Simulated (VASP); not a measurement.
Input:

```
CaHI
1.0
    3.97179     0.00000     0.00000
    0.00000     3.97179     0.00000
    0.00000     0.00000     8.74656
Ca H I
2 2 2
Direct
  0.00000   0.50000   0.13649
  0.50000   0.00000   0.86351
  0.50000   0.50000   0.00000
  0.00000   0.00000   0.00000
  0.00000   0.50000   0.68613
  0.50000   0.00000   0.31387
```

Method: PBEsol GGA, VASP's PBE PAW potentials (set 64) (plane waves; VASP 6.6.1). Run with 400 eV cut-off, 6×6×3 Γ-centred mesh, tetrahedra with Blöchl corrections, potentials Ca_sv H I.

Q: What does the run give for the energy per atom (σ→0)?

A: 
```json
{
  "energy per atom (σ→0)": "-3.540 eV/atom"
}
```

Only differences to runs with the same potentials and settings are physical.

The structure comes from a computed database's CaHI entry (P4/nmm); how it stands against other phases isn't given here. It was relaxed first, which changed the volume by -9 %.
